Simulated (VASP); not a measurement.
CdTe (relaxed from the CsCl type structure, space group Pm-3m): computed properties

Calculation: PBE GGA, VASP's PBE PAW potentials (set 64) (plane waves; VASP 6.6.1).

```yaml
space_group: Pm-3m (221)
cell: a = b = c = 3.7724 Å, α = β = γ = 90.00°
volume_per_atom: 26.84 Å³/atom
band gap (over mesh and band path): none (metal, semimetal or under 0.01 eV)
density: 7.42 g/cm³
```

```xyz
2
Lattice="3.7724 0.0000 0.0000 0.0000 3.7724 0.0000 0.0000 0.0000 3.7724" Properties=species:S:1:pos:R:3 pbc="T T T"
Cd     0.0000     0.0000     0.0000
Te     1.8862     1.8862     1.8862
```

Unless said otherwise, spin-orbit coupling is left out, though it shifts the bands of the heavy elements here.

The structure was generated: CdTe was put into the CsCl type type (Pm-3m), which need not be its known phase. It was relaxed first, which changed the volume by +9 %. Symmetry was kept, so distortions that lower it aren't found.
